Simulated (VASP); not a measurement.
All values below come from SCAN meta-GGA, VASP's PBE PAW potentials (set 64) (plane waves; VASP).

The input files of a VASP run:

POSCAR:
```
LiF
1
    0.0000000000     2.0033761718     2.0033761718
    2.0033761718     0.0000000000     2.0033761718
    2.0033761718     2.0033761718     0.0000000000
Li F
1 1
Direct
  0.0000000000   0.0000000000   0.0000000000
  0.5000000000   0.5000000000   0.5000000000
```

KPOINTS:
```
Automatic mesh
0
Gamma
11 11 11
0 0 0
```

### INCAR
```
SYSTEM = LiF
PREC = Accurate; ENCUT = 520; LREAL = .False.
LASPH = .True.
EDIFF = 1E-7; NELM = 100; ALGO = Normal
LMIXTAU = .True.
ISMEAR = 0; SIGMA = 0.05
METAGGA = SCAN
ISIF = 2
LWAVE = .False.; LCHARG = .False.
```

POTCAR, in this order: Li_sv F (PBE.64 set). Program: vasp_std.

What does the run give for the energy per atom (σ→0), pressure, band gap (on the k-mesh)?

- energy per atom (σ→0): -6.157 eV/atom
- band gap (on the k-mesh): 10.37 eV
- pressure: -2.65 GPa

**OSZICAR**
```
...
DAV:  12    -0.123142194765E+02    0.60435E-03   -0.13142E-03  1110   0.399E-01    0.538E-02
DAV:  13    -0.123148292242E+02   -0.60975E-03   -0.44219E-04  1025   0.263E-01    0.186E-02
DAV:  14    -0.123148487758E+02   -0.19552E-04   -0.42406E-05  1034   0.895E-02    0.509E-03
DAV:  15    -0.123148582762E+02   -0.95004E-05   -0.16843E-06  1420   0.179E-02    0.215E-03
DAV:  16    -0.123148600325E+02   -0.17563E-05   -0.24076E-07  1113   0.609E-03    0.971E-04
DAV:  17    -0.123148617736E+02   -0.17412E-05   -0.18042E-07  1047   0.598E-03    0.273E-04
DAV:  18    -0.123148618135E+02   -0.39844E-07   -0.26082E-08   905   0.237E-03
   1 F= -.12314862E+02 E0= -.12314862E+02  d E =-.329374E-13
```

The compound is LiF in the rock salt structure. This cell is one point of a volume scan, at 1.03 of the reference volume.
